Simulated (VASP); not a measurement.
## GW-BSE spectrum of GaP

Wanted: the lowest vertical excitons of GaP and its absorption. The cell is of the zinc-blende type, one of the forms listed for this formula. The start is a cell from a database of measured crystal structures.

Calculated with VASP 6.6.1; PBE; plane waves and PAW (Ga_d_GW, P_GW), in the first sound run; inputs show where later runs differ.

## Step 1: Starting point

It takes space group F-43m (No. 216, cubic). Conventional cell: a = 5.451 Å, b = 5.451 Å, c = 5.451 Å, α = 90.00°, β = 90.00°, γ = 90.00°. Nearest to Ga lie 4 P at 2.36 Å. Nearest to P lie 4 Ga at 2.36 Å. Farther neighbours are not listed.

## Step 2: Ground state

The orbitals come from a self-consistent PBE run with a tight EDIFF and a narrow smearing. KPOINTS_OPT adds the bands along a path, which shows whether the mesh holds the band edges.

The input, INCAR:

```
SYSTEM = GaP
PREC = Accurate
ENCUT = 430
EDIFF = 1E-08
NELM = 100
ISMEAR = 0
SIGMA = 0.01
LREAL = .FALSE.
ALGO = Normal
GGA = PE
NBANDS = 15
LORBIT = 11
LWAVE = .TRUE.
LCHARG = .FALSE.
KPAR = 8
```

The input, POSCAR:

```
GaP
1.0
    0.0000000000      2.7252500000      2.7252500000
    2.7252500000      0.0000000000      2.7252500000
    2.7252500000      2.7252500000      0.0000000000
Ga P
1 1
Direct
    0.0000000000      0.0000000000      0.0000000000
    0.2500000000      0.2500000000      0.2500000000
```

The input, KPOINTS:

```
Automatic mesh
0
Gamma
6 6 6
0 0 0
```

The input, KPOINTS_OPT:

```
Line mode
12
Line-mode
Reciprocal
  0.00000000   0.00000000   0.00000000 GAMMA
  0.50000000   0.00000000   0.50000000 X

  0.50000000   0.00000000   0.50000000 X
  0.50000000   0.25000000   0.75000000 W

  0.50000000   0.25000000   0.75000000 W
  0.37500000   0.37500000   0.75000000 K

  0.37500000   0.37500000   0.75000000 K
  0.00000000   0.00000000   0.00000000 GAMMA

  0.00000000   0.00000000   0.00000000 GAMMA
  0.50000000   0.50000000   0.50000000 L

  0.50000000   0.50000000   0.50000000 L
  0.62500000   0.25000000   0.62500000 U

  0.62500000   0.25000000   0.62500000 U
  0.50000000   0.25000000   0.75000000 W

  0.50000000   0.25000000   0.75000000 W
  0.50000000   0.50000000   0.50000000 L

  0.50000000   0.50000000   0.50000000 L
  0.37500000   0.37500000   0.75000000 K

  0.62500000   0.25000000   0.62500000 U
  0.50000000   0.00000000   0.50000000 X
```

Potentials, in the order of the species: Ga_d_GW and P_GW (PBE family, release 64).

Started as:

```
> mpirun -np 8 vasp_std
```

The program printed:

```text
[banner, memory and clock lines left out]
running    8 mpi-ranks, on    1 nodes
 distrk:  each k-point on    1 cores,    8 groups
 distr:  one band on    1 cores,    1 groups

 POSCAR found type information on POSCAR GaP
 POSCAR found :  2 types and       2 ions
|                                                                             |
|           W    W    AA    RRRRR   N    N  II  N    N   GGGG   !!!           |
|           W    W   A  A   R    R  NN   N  II  NN   N  G    G  !!!           |
|           W    W  A    A  R    R  N N  N  II  N N  N  G       !!!           |
|           W WW W  AAAAAA  RRRRR   N  N N  II  N  N N  G  GGG   !            |
|           WW  WW  A    A  R   R   N   NN  II  N   NN  G    G                |
|           W    W  A    A  R    R  N    N  II  N    N   GGGG   !!!           |
|                                                                             |
|     For optimal performance we recommend to set                             |
|       NCORE = 2 up to number-of-cores-per-socket                            |
|     NCORE specifies how many cores store one orbital (NPAR=cpu/NCORE).      |
|     This setting can greatly improve the performance of VASP for DFT.       |
|     The default, NCORE=1 might be grossly inefficient on modern             |
|     multi-core architectures or massively parallel machines. Do your        |
|     Unfortunately you need to use the default for GW and RPA                |
|     calculations (for HF NCORE is supported but not extensively tested      |
|     yet).                                                                   |
|                                                                             |

 LDA part: xc-table for (Slater+PW92), standard interpolation
 POSCAR, INCAR and KPOINTS ok, starting setup
 FFT: planning ... GRIDC
 FFT: planning ... GRID_SOFT
 FFT: planning ... GRID
 WAVECAR not read
 entering main loop
       N       E                     dE             d eps       ncg     rms          rms(c)
DAV:   1     0.119105920475E+03    0.11911E+03   -0.93907E+03   504   0.134E+03
DAV:   2     0.854297588745E+00   -0.11825E+03   -0.11326E+03   529   0.339E+02
DAV:   3    -0.899851466746E+01   -0.98528E+01   -0.97679E+01   691   0.118E+02
DAV:   4    -0.936168862427E+01   -0.36317E+00   -0.36307E+00   699   0.232E+01
DAV:   5    -0.936751715373E+01   -0.58285E-02   -0.58284E-02   724   0.202E+00    0.480E+00
DAV:   6    -0.911153671532E+01    0.25598E+00   -0.46038E-01   748   0.144E+01    0.272E+00
DAV:   7    -0.908081065650E+01    0.30726E-01   -0.10057E-01   677   0.283E+00    0.101E+00
DAV:   8    -0.908109545465E+01   -0.28480E-03   -0.81796E-03   611   0.690E-01    0.149E-01
DAV:   9    -0.908144846261E+01   -0.35301E-03   -0.10694E-03   637   0.316E-01    0.481E-02
DAV:  10    -0.908160706890E+01   -0.15861E-03   -0.18918E-04   624   0.118E-01    0.113E-02
DAV:  11    -0.908161874955E+01   -0.11681E-04   -0.21014E-05   760   0.481E-02    0.301E-03
DAV:  12    -0.908161938939E+01   -0.63984E-06   -0.13615E-06   600   0.946E-03    0.387E-04
DAV:  13    -0.908161938167E+01    0.77175E-08   -0.34830E-08   688   0.139E-03
   1 F= -.90816194E+01 E0= -.90816194E+01  d E =-.129102E-35
 Start KPOINTS_OPT (optional k-point list driver)
k-point batch [1-16\120]
       N       E                     dE             ncg
DAV:   1     0.561090592584E+03   -0.54229E+04      488
DAV:   2    -0.150204886150E+04   -0.20631E+04      529
DAV:   3    -0.166145433212E+04   -0.15941E+03      676
DAV:   4    -0.166674254800E+04   -0.52882E+01      719
DAV:   5    -0.166692082688E+04   -0.17828E+00      720
DAV:   6    -0.166692321862E+04   -0.23917E-02      742
DAV:   7    -0.166692333164E+04   -0.11303E-03      740
DAV:   8    -0.166692333302E+04   -0.13743E-05      745
DAV:   9    -0.166692333306E+04   -0.44782E-07      669
DAV:  10    -0.166692333306E+04   -0.15384E-08      520
[...]
k-point batch [113-120\120]
       N       E                     dE             ncg
DAV:   1     0.504224371646E+04   -0.47372E+04      264
DAV:   2     0.413659023365E+04   -0.90565E+03      268
DAV:   3     0.406222284059E+04   -0.74367E+02      338
DAV:   4     0.405960952069E+04   -0.26133E+01      405
DAV:   5     0.405959114980E+04   -0.18371E-01      317
DAV:   6     0.405959016094E+04   -0.98886E-03      411
DAV:   7     0.405959015224E+04   -0.86932E-05      363
DAV:   8     0.405959015196E+04   -0.27959E-06      388
DAV:   9     0.405959015195E+04   -0.91272E-08      323
 writing wavefunctions
```

The job ended after 12 s (8 MPI ranks of AMD EPYC 7R43, shared host; peak memory 1.1 GiB).

Lines that name or quote the potential files are left out of all logs, and their timing lines are given in words.

OUTCAR, selected parts (step 2):

```text
ion  position               nearest neighbor table
   1  0.000  0.000  0.000-   2 2.36   2 2.36   2 2.36   2 2.36
   2  0.250  0.250  0.250-   1 2.36   1 2.36   1 2.36   1 2.36

  LATTYP: Found a face centered cubic cell.
 ALAT       =     5.4505000000

 Subroutine GETGRP returns: Found 24 space group operations
 (whereof 24 operations were pure point group operations)

The static configuration has the point symmetry T_d .

 Found     16 irreducible k-points:

   k-points           NKPTS =     16   k-points in BZ     NKDIM =     16   number of bands    NBANDS=     15

   dimension x,y,z NGX =    28 NGY =   28 NGZ =   28
   dimension x,y,z NGXF=    56 NGYF=   56 NGZF=   56

   ENCUT  =  430.0 eV  31.60 Ry    5.62 a.u.   6.52  6.52  6.52*2*pi/ulx,y,z

   NELECT =      18.0000    total number of electrons

 k-points in reciprocal lattice and weights: Automatic mesh
   0.00000000  0.00000000  0.00000000       0.005
   0.16666667  0.00000000  0.00000000       0.037
   0.33333333  0.00000000  0.00000000       0.037
   0.50000000  0.00000000  0.00000000       0.019
   0.16666667  0.16666667  0.00000000       0.028
   0.33333333  0.16666667  0.00000000       0.111
   0.50000000  0.16666667  0.00000000       0.111
  -0.33333333  0.16666667  0.00000000       0.111
  -0.16666667  0.16666667  0.00000000       0.056
[...]
-0.33333333  0.33333333  0.16666667       0.111
  -0.33333333  0.50000000  0.16666667       0.056

 average (electrostatic) potential at core
       1 -65.6672       2 -74.8220

 E-fermi :   4.4506

 k-point     1 :       0.0000    0.0000    0.0000
  band No.  band energies     occupation
    ...
      5     -10.0903      2.00000
      6      -8.1293      2.00000
      7       4.3650      2.00000
      8       4.3650      2.00000
      9       4.3650      2.00000
     10       6.1861      0.00000
     11       8.2450      0.00000
     12       8.2450      0.00000
     13       8.2450      0.00000
     14      13.1806      0.00000
    ...

 k-point     2 :       0.1667    0.0000    0.0000
  band No.  band energies     occupation
    ...
      5     -10.0901      2.00000
      6      -7.7733      2.00000
      7       1.9759      2.00000
      8       3.9940      2.00000
      9       3.9940      2.00000
     10       6.7746      0.00000
     11       8.7936      0.00000
     12       8.7936      0.00000
     13       9.3895      0.00000
     14      13.2909      0.00000
    ...

 k-point     3 :       0.3333    0.0000    0.0000
  band No.  band energies     occupation
    ...
      5     -10.0867      2.00000
      6      -6.8267      2.00000
      7      -0.8448      2.00000
      8       3.4580      2.00000
      9       3.4580      2.00000
     10       6.2599      0.00000
     11       9.1700      0.00000
     12       9.1700      0.00000
     13      11.9614      0.00000
     14      13.9680      0.00000
    ...

  Total        0.6270759      0.6270759      0.6270759      0.0000000      0.0000000      0.0000000
  in kB       24.8188481     24.8188481     24.8188481      0.0000000      0.0000000      0.0000000
  external PRESSURE =      24.8188481 kB  Pullay stress =       0.0000000 kB

  energy-cutoff  :      430.00
  volume of cell :       40.48
      direct lattice vectors                 reciprocal lattice vectors
     0.000000000  2.725250000  2.725250000    -0.183469406  0.183469406  0.183469406
     2.725250000  0.000000000  2.725250000     0.183469406 -0.183469406  0.183469406
     2.725250000  2.725250000  0.000000000     0.183469406  0.183469406 -0.183469406

 POSITION                                       TOTAL-FORCE (eV/Angst)
 -----------------------------------------------------------------------------------
      0.00000      0.00000      0.00000         0.000000      0.000000      0.000000
      1.36262      1.36262      1.36262        -0.000000     -0.000000     -0.000000
 -----------------------------------------------------------------------------------
    total drift:                                0.000011      0.000011      0.000011

  FREE ENERGIE OF THE ION-ELECTRON SYSTEM (eV)
  ---------------------------------------------------
  free  energy   TOTEN  =        -9.0816193817 eV

  energy  without entropy=       -9.0816193817  energy(sigma->0) =       -9.08161938

 total charge
# of ion       s       p       d       tot
------------------------------------------
    1        0.853   0.849   9.965  11.667
    2        1.121   1.728   0.047   2.896
--------------------------------------------------
tot          1.975   2.577  10.011  14.563

[... 3 further parts left out ...]
```

Numbers from this step:

```yaml
free_energy_toten: -9.082 eV
fermi_energy: 4.451 eV
pressure: 2.482 GPa
least_gap_on_mesh_and_path: 1.591 eV
least_direct_gap_on_mesh_and_path: 1.821 eV
```

The highest empty bands on the path are converged less tightly, to about 0.1 eV. The electronic bands at the labelled points (eV, zero at the valence-band top; v1 is the highest filled band, c1 the lowest empty one):

| point | v3 | v2 | v1 | c1 | c2 | c3 | c4 |
| --- | --- | --- | --- | --- | --- | --- | --- |
| Γ | 0.00 | 0.00 | 0.00 | 1.82 | 3.88 | 3.88 | 3.88 |
| 0.45 of the way | -3.29 | -1.51 | -1.51 | 2.33 | 3.86 | 6.36 | 6.36 |
| X | -6.76 | -2.68 | -2.68 | 1.65 | 1.82 | 10.57 | 10.57 |
| 0.45 of the way | -6.68 | -3.10 | -3.04 | 2.59 | 2.77 | 8.74 | 8.85 |
| W | -6.55 | -3.58 | -3.42 | 4.70 | 4.86 | 6.10 | 6.15 |
| 0.45 of the way | -6.54 | -3.81 | -2.88 | 3.32 | 4.86 | 6.84 | 7.21 |
| K | -6.55 | -3.94 | -2.26 | 2.18 | 4.80 | 8.23 | 8.26 |
| 0.45 of the way | -4.60 | -2.73 | -0.80 | 3.30 | 5.20 | 5.20 | 5.89 |
| Γ | 0.00 | 0.00 | 0.00 | 1.82 | 3.88 | 3.88 | 3.88 |
| 0.45 of the way | -3.48 | -0.59 | -0.59 | 2.23 | 4.67 | 4.67 | 5.98 |
| L | -6.64 | -1.12 | -1.12 | 1.67 | 4.71 | 4.71 | 8.28 |
| 0.45 of the way | -6.48 | -2.76 | -1.54 | 2.78 | 4.73 | 5.75 | 7.98 |
| U | -6.55 | -3.94 | -2.26 | 2.18 | 4.80 | 8.23 | 8.26 |
| 0.45 of the way | -6.54 | -3.85 | -2.73 | 3.01 | 4.85 | 7.10 | 7.48 |
| W | -6.55 | -3.58 | -3.42 | 4.70 | 4.86 | 6.10 | 6.15 |
| 0.55 of the way | -6.44 | -3.00 | -1.80 | 3.30 | 4.28 | 6.25 | 7.96 |
| L | -6.64 | -1.12 | -1.12 | 1.67 | 4.71 | 4.71 | 8.28 |
| 0.55 of the way | -6.44 | -3.15 | -1.68 | 2.75 | 5.08 | 6.15 | 7.61 |
| K | -6.55 | -3.94 | -2.26 | 2.18 | 4.80 | 8.23 | 8.26 |
| jump to U | -6.55 | -3.94 | -2.26 | 2.18 | 4.80 | 8.23 | 8.26 |
| 0.45 of the way | -6.69 | -3.32 | -2.55 | 1.86 | 2.91 | 9.39 | 9.53 |
| X | -6.76 | -2.68 | -2.68 | 1.65 | 1.82 | 10.57 | 10.57 |

Of the projections kept (Ga, P), the largest for each band there; the rest of the weight can lie on other orbitals:

| point | v3 | v2 | v1 | c1 | c2 | c3 | c4 |
| --- | --- | --- | --- | --- | --- | --- | --- |
| Γ | P 0.75 | P 0.75 | P 0.75 | P 0.53 | Ga 0.73 | Ga 0.73 | Ga 0.73 |
| X | Ga 0.73 | P 0.62 | P 0.62 | Ga 0.58 | Ga 0.59 | Ga 0.52 | Ga 0.52 |
| W | Ga 0.74 | P 0.63 | P 0.57 | P 0.75 | P 0.60 | Ga 0.64 | Ga 0.63 |
| K | Ga 0.72 | P 0.59 | P 0.63 | Ga 0.58 | P 0.60 | P 0.52 | P 0.59 |
| Γ | P 0.75 | P 0.75 | P 0.75 | P 0.53 | Ga 0.73 | Ga 0.73 | Ga 0.73 |
| L | Ga 0.60 | P 0.67 | P 0.67 | Ga 0.57 | Ga 0.61 | Ga 0.61 | P 0.66 |

The electronic bands as a text plot (rows in eV, shown from -6.8 to 3.9 only):

```
    3.7 |+++++      +             +                 +
    3.2 |     +     +  +   ++++                      +
    2.8 | +++  +          +    ++           ++  +     +   ++   +
    2.3 |+      +  +    ++       + +++     +  ++       +    ++
    1.9 |    ++  ++               +   +++++             ++    +++
    1.4 |      +++
    1.0 |
    0.6 |
    0.1 |*                      ***
   -0.3 |**                   **** ***
   -0.8 | **                 * *      **
   -1.2 |   *              **   *  *    ****           ****
   -1.7 |  * *            *         *       **       *** * *
   -2.1 |     *          *    **           *  **            **
   -2.5 |   *  ****     *    *       *      *   *   * *   *   ***
   -3.0 |         **   *                         * * *     *   **
   -3.4 |           ***     *                *    * *
   -3.9 |    *         *****  *               **** *        ***
   -4.3 |                             *
   -4.8 |     *              *
   -5.2 |                   *          *
   -5.6 |      *           *
   -6.1 |       *         *             *
   -6.5 |        *********               ************************
         Γ       X    W  K        Γ      L     U  W     L   K|U X
```

The cell has a gap of 1.59 eV on mesh and path and a pressure of +2.5 GPa, which holds the misfit of the given cell and coordinates with this functional, and any error of cutoff, mesh and data sets. Spin-orbit coupling is left out, which can shift or reorder these edges.

## Step 3: Empty bands

The next step needs empty bands that the ground-state run didn't converge, so the Hamiltonian is diagonalised exactly for NBANDS bands, in a single step. LOPTICS writes the k-derivatives of the orbitals (WAVEDER), which give the long-wavelength limit of the screening.

The input, INCAR:

```
SYSTEM = GaP
PREC = Accurate
ENCUT = 430
ISMEAR = 0
SIGMA = 0.01
LREAL = .FALSE.
GGA = PE
NBANDS = 96
ALGO = Exact
NELM = 1
LWAVE = .TRUE.
LCHARG = .FALSE.
LOPTICS = .TRUE.
NEDOS = 1000
CSHIFT = 0.1
```

POSCAR is that of step 2.

KPOINTS is that of step 2.

Started as:

```
> mpirun -np 8 vasp_std
```

The program printed:

```text
[banner, memory and clock lines left out]
running    8 mpi-ranks, on    1 nodes
 distrk:  each k-point on    8 cores,    1 groups
 distr:  one band on    1 cores,    8 groups

 POSCAR found type information on POSCAR GaP
 POSCAR found :  2 types and       2 ions
 [... a notice as in an earlier step ...]

 LDA part: xc-table for (Slater+PW92), standard interpolation
 found WAVECAR, reading the header
  number of bands has changed, file:    15 present:    96
  trying to continue reading WAVECAR, but it might fail
 POSCAR, INCAR and KPOINTS ok, starting setup
 FFT: planning ... GRIDC
 FFT: planning ... GRID_SOFT
 FFT: planning ... GRID
 reading WAVECAR
 random initialization beyond band           15
 the WAVECAR file was read successfully
 initial charge from wavefunction
 entering main loop
       N       E                     dE             d eps       ncg     rms          rms(c)
DIA:   1    -0.908161938754E+01   -0.90816E+01    0.00000E+00     0   0.000E+00
   1 F= -.90816194E+01 E0= -.90816194E+01  d E =-.965539E-13
 writing wavefunctions
 optical routines
 imaginary and real dielectric function
 recalculating local potential from charge density
 direction            1
 direction            2
 direction            3
```

The job ended after 8.6 s (8 MPI ranks; peak memory 0.97 GiB).

Parts of OUTCAR (step 3):

```text
The static configuration has the point symmetry T_d .

 Found     16 irreducible k-points:

   k-points           NKPTS =     16   k-points in BZ     NKDIM =     16   number of bands    NBANDS=     96

   NELECT =      18.0000    total number of electrons

 E-fermi :   4.4103

 k-point     1 :       0.0000    0.0000    0.0000
  band No.  band energies     occupation
    ...
      5     -10.0904      2.00000
      6      -8.1293      2.00000
      7       4.3650      2.00000
      8       4.3650      2.00000
      9       4.3650      2.00000
     10       6.1861      0.00000
     11       8.2449      0.00000
     12       8.2449      0.00000
     13       8.2449      0.00000
     14      13.1806      0.00000
    ...

 k-point     4 :       0.5000    0.0000    0.0000
  band No.  band energies     occupation
    ...
      5     -10.0830      2.00000
      6      -6.0641      2.00000
      7      -2.2708      2.00000
      8       3.2464      2.00000
      9       3.2464      2.00000
     10       6.0334      0.00000
     11       9.0741      0.00000
     12       9.0741      0.00000
     13      12.6465      0.00000
     14      15.2517      0.00000
    ...

  Total        0.6261623      0.6261623      0.6261623      0.0000000      0.0000000     -0.0000000
  in kB       24.7826927     24.7826927     24.7826927      0.0000000      0.0000000     -0.0000000
  external PRESSURE =      24.7826927 kB  Pullay stress =       0.0000000 kB

  FREE ENERGIE OF THE ION-ELECTRON SYSTEM (eV)
  ---------------------------------------------------
  free  energy   TOTEN  =        -9.0816193875 eV

  energy  without entropy=       -9.0816193875  energy(sigma->0) =       -9.08161939

 plasma frequency squared (from intraband transitions) (eV^2)
  --------------------------------------------------------------------------------------
       0.000       0.000      -0.000
       0.000       0.000       0.000
      -0.000       0.000       0.000

[... 11 parts as in an earlier step ...]

[... 2 further parts left out ...]
```

The gap is read on the k-mesh alone, so it is an upper bound where the band edges lie off the mesh.

This step gave:

```yaml
gap_on_the_k_mesh: 1.647 eV
least_direct_gap_on_the_k_mesh: 1.821 eV
```

WAVECAR now holds 96 bands for 18 electrons. Its independent-particle dielectric tensor has xx, yy, zz = 13.3, 13.3, 13.3 on this mesh, which isn't tested for convergence in mesh or bands and lacks local fields.

(Continued in part 2 of 3.)

[Lines on the potential files, build, host, timing and source positions are cut from VASP's logs without a mark.]

[Logs are printed without paths, hosts, clocks, repeated set-up lines and the standing remarks that a program may print on its own settings, such as how far it seeks lower states.]

[Hosts, paths, dates, database ids (printed as entryN), source tags and the programs' standing remarks are cut or masked in the printed files.]

[Pressures printed for these runs are not shown converged in the cutoff: they can be off by several GPa and have the wrong sign.]
